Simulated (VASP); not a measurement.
Output of a VASP run:

File OUTCAR:
```
 ion  position               nearest neighbor table
   1  0.000  0.000  0.000-   2 3.10   3 3.10   4 3.10   2 3.10   3 3.10   2 3.10   4 3.10   2 3.10
                             3 3.10   4 3.10   3 3.10   4 3.10
   2  0.000  0.500  0.500-   1 3.10   3 3.10   4 3.10   1 3.10   4 3.10   1 3.10   3 3.10   1 3.10
                             3 3.10   4 3.10   4 3.10   3 3.10
   3  0.500  0.000  0.500-   1 3.10   2 3.10   4 3.10   1 3.10   4 3.10   2 3.10   4 3.10   4 3.10
                             1 3.10   2 3.10   1 3.10   2 3.10
   4  0.500  0.500  0.000-   1 3.10   2 3.10   3 3.10   2 3.10   3 3.10   1 3.10   3 3.10   3 3.10
                             1 3.10   2 3.10   2 3.10   1 3.10
  LATTYP: Found a simple cubic cell.
 ALAT       =     4.3789910756
 Subroutine PRICEL returns:
 Original cell was already a primitive cell.
 Subroutine GETGRP returns: Found 48 space group operations
The static configuration has the point symmetry O_h .
The dynamic configuration has the point symmetry O_h .
 Subroutine INISYM returns: Found 48 space group operations
 Subroutine IBZKPT returns following result:
 Found     20 irreducible k-points:

 Following reciprocal coordinates:
            Coordinates               Weight
  0.000000  0.000000  0.000000      1.000000
  0.166667  0.000000  0.000000      6.000000
  0.333333  0.000000  0.000000      6.000000
  0.500000  0.000000  0.000000      3.000000
  0.166667  0.166667  0.000000     12.000000
  0.333333  0.166667  0.000000     24.000000
  0.500000  0.166667  0.000000     12.000000
  0.333333  0.333333  0.000000     12.000000
  0.500000  0.333333  0.000000     12.000000
  0.500000  0.500000  0.000000      3.000000
  0.166667  0.166667  0.166667      8.000000
  0.333333  0.166667  0.166667     24.000000
  0.500000  0.166667  0.166667     12.000000
  0.333333  0.333333  0.166667     24.000000
  0.500000  0.333333  0.166667     24.000000
  0.500000  0.500000  0.166667      6.000000
  0.333333  0.333333  0.333333      8.000000
  0.500000  0.333333  0.333333     12.000000
  0.500000  0.500000  0.333333      6.000000
  0.500000  0.500000  0.500000      1.000000
   k-points           NKPTS =     20   k-points in BZ     NKDIM =     20   number of bands    NBANDS=     30
   number of dos      NEDOS =    301   number of ions     NIONS =      4
   total plane-waves  NPLWV =  32768
   dimension x,y,z NGX =    32 NGY =   32 NGZ =   32
   dimension x,y,z NGXF=    64 NGYF=   64 NGZF=   64
   ions per type =               1   3
   PREC   = accura    normal or accurate (medium, high low for compatibility)
   ISTART =      0    job   : 0-new  1-cont  2-samecut
   ICHARG =      2    charge: 1-file 2-atom 10-const
   ISPIN  =      1    spin polarized calculation?
   LNONCOLLINEAR =      F non collinear calculations
   LSORBIT =      F    spin-orbit coupling
   INIWAV =      1    electr: 0-lowe 1-rand  2-diag
   ENCUT  =  480.0 eV  35.28 Ry    5.94 a.u.   7.82  7.82  7.82*2*pi/ulx,y,z
   NELM   =    100;   NELMIN=  2; NELMDL= -5     # of ELM steps
   EDIFF  = 0.1E-06   stopping-criterion for ELM
   LREAL  =      F    real-space projection
   NLSPLINE    = F    spline interpolate recip. space projectors
   LMAXMIX     =    6 max onsite mixed and CHGCAR
   VOSKOWN=      0    Vosko Wilk Nusair interpolation
   EDIFFG = -.1E-01   stopping-criterion for IOM
   NSW    =     40    number of steps for IOM
   NBLOCK =      1;   KBLOCK =     40    inner block; outer block
   IBRION =      2    ionic relax: 0-MD 1-quasi-New 2-CG
   NFREE  =      1    steps in history (QN), initial steepest desc. (CG)
   ISIF   =      3    stress and relaxation
   ISYM   =      2    0-nonsym 1-usesym 2-fastsym
   TEIN   =    0.0    initial temperature
   TEBEG  =    0.0;   TEEND  =   0.0 temperature during run
   SMASS  =  -3.00    Nose mass-parameter (am)
   PSTRESS=  300.0 pullay stress
   NELECT =      51.0000    total number of electrons
   EFERMI =   0.00;   METHOD = LEGACY
   ISMEAR =     1;   SIGMA  =   0.10  broadening in eV -4-tet -1-fermi 0-gaus
   IALGO  =     38    algorithm
   LDIAG  =      T    sub-space diagonalisation (order eigenvalues)
   IMIX   =      4    mixing-type and parameters
     AMIX     =   0.40;   BMIX     =  1.00
...
```

**OSZICAR**
```
       N       E                     dE             d eps       ncg     rms          rms(c)
DAV:   1     0.574655357371E+03    0.57466E+03   -0.23632E+04  1200   0.203E+03
DAV:   2     0.370371180233E+02   -0.53762E+03   -0.53173E+03  1200   0.548E+02
DAV:   3    -0.145575713072E+02   -0.51595E+02   -0.50993E+02  1384   0.216E+02
DAV:   4    -0.166818503650E+02   -0.21243E+01   -0.21099E+01  1518   0.473E+01
DAV:   5    -0.167337678888E+02   -0.51918E-01   -0.51906E-01  1686   0.717E+00    0.251E+01
DAV:   6    -0.164229281649E+02    0.31084E+00   -0.63691E-01  1582   0.952E+00    0.144E+01
DAV:   7    -0.163607896015E+02    0.62139E-01   -0.33530E-01  1566   0.604E+00    0.926E-01
DAV:   8    -0.163551872914E+02    0.56023E-02   -0.59548E-02  1506   0.317E+00    0.239E-01
DAV:   9    -0.163552648861E+02   -0.77595E-04   -0.17920E-03  1630   0.395E-01    0.170E-01
DAV:  10    -0.163552776267E+02   -0.12741E-04   -0.71074E-04  1728   0.161E-01    0.150E-01
DAV:  11    -0.163552321435E+02    0.45483E-04   -0.19516E-04  1580   0.134E-01    0.339E-02
DAV:  12    -0.163552308149E+02    0.13286E-05   -0.17431E-05  1626   0.273E-02    0.359E-03
DAV:  13    -0.163552307087E+02    0.10628E-06   -0.86500E-07  1474   0.611E-03    0.676E-04
DAV:  14    -0.163552307357E+02   -0.27022E-07   -0.38374E-08   864   0.188E-03
   1 F= -.63232348E+00 E0= -.63244328E+00  d E =-.632323E+00
```

OUTCAR:
```
------------------------ aborting loop because EDIFF is reached ----------------------------------------
  FORCE on cell =-STRESS in cart. coord.  units (eV):
  Direction    XX          YY          ZZ          XY          YZ          ZX
  --------------------------------------------------------------------------------------
  Total       15.7167225     15.7167225     15.7167225      0.0000000      0.0000000      0.0000000
  in kB      299.8819919    299.8819919    299.8819919      0.0000000      0.0000000      0.0000000
  external PRESSURE =      -0.1180081 kB  Pullay stress =     300.0000000 kB
  volume of cell :       83.97
      direct lattice vectors                 reciprocal lattice vectors
     4.378991076  0.000000000  0.000000000     0.228363105  0.000000000  0.000000000
     0.000000000  4.378991076  0.000000000     0.000000000  0.228363105  0.000000000
     0.000000000  0.000000000  4.378991076     0.000000000  0.000000000  0.228363105
 POSITION                                       TOTAL-FORCE (eV/Angst)
 -----------------------------------------------------------------------------------
      0.00000      0.00000      0.00000         0.000000      0.000000      0.000000
      0.00000      2.18950      2.18950         0.000000      0.000000      0.000000
      2.18950      0.00000      2.18950         0.000000      0.000000      0.000000
      2.18950      2.18950      0.00000         0.000000      0.000000      0.000000
 -----------------------------------------------------------------------------------
    total drift:                                0.000000     -0.000000     -0.000000
  FREE ENERGIE OF THE ION-ELECTRON SYSTEM (eV)
  ---------------------------------------------------
  free  energy   TOTEN  =       -16.3552307357 eV

  energy  without entropy=      -16.3555901280  energy(sigma->0) =      -16.35535053
  enthalpy is  TOTEN    =        -0.6323234817 eV   P V=       15.7229072540

 reached required accuracy - stopping structural energy minimisation
```
(Selected blocks of OUTCAR.)

POSCAR:
```
DyPb3
1
    4.3789910756    -0.0000000000     0.0000000000
   -0.0000000000     4.3789910756     0.0000000000
   -0.0000000000    -0.0000000000     4.3789910756
Dy Pb
1 3
Direct
  0.0000000000   0.0000000000   0.0000000000
  1.0000000000   0.5000000000   0.5000000000
  0.5000000000   0.0000000000   0.5000000000
  0.5000000000   0.5000000000   0.0000000000
```

### Question
Reconstruct the remaining input files.

### Answer
One answer among several that fit: the input of the run itself, PBEsol GGA, plane waves, VASP's PBE PAW potentials (set 64).

File KPOINTS:
```
Automatic mesh
0
Gamma
6 6 6
0 0 0
```

### INCAR
```
# general
SYSTEM   =  DyPb3
PREC     =  Accurate
ENCUT    =  480
LREAL    =  .FALSE.
LASPH    =  .TRUE.   # aspherical one-centre terms

# electronic loop
EDIFF    =  1E-7
NELM     =  100   # most electronic steps
ALGO     =  Normal
LMAXMIX  =  6   # l cut-off of mixed one-centre charges

# smearing
ISMEAR   =  1
SIGMA    =  0.1

# functional
GGA      =  PS   # PBEsol

# ions
IBRION   =  2   # conjugate gradients
NSW      =  40   # most ionic steps
ISIF     =  3
EDIFFG   =  -0.01
PSTRESS  =  300   # kbar

# output
LWAVE    =  .FALSE.
LCHARG   =  .FALSE.
```

POTCAR, in this order: Dy_3 Pb_d (PBE.64 set). Program: vasp_std.

The 4f electrons are frozen in the core of the lanthanide potential, so 4f levels, which can set the real gap, and their magnetism are missing.

The structure comes from a computed database's DyPb3 entry (Pm-3m); how it stands against other phases isn't given here. It was relaxed first under an external pressure of 30 GPa. The electron count is odd and the run is not spin-polarised, which forces a metal.
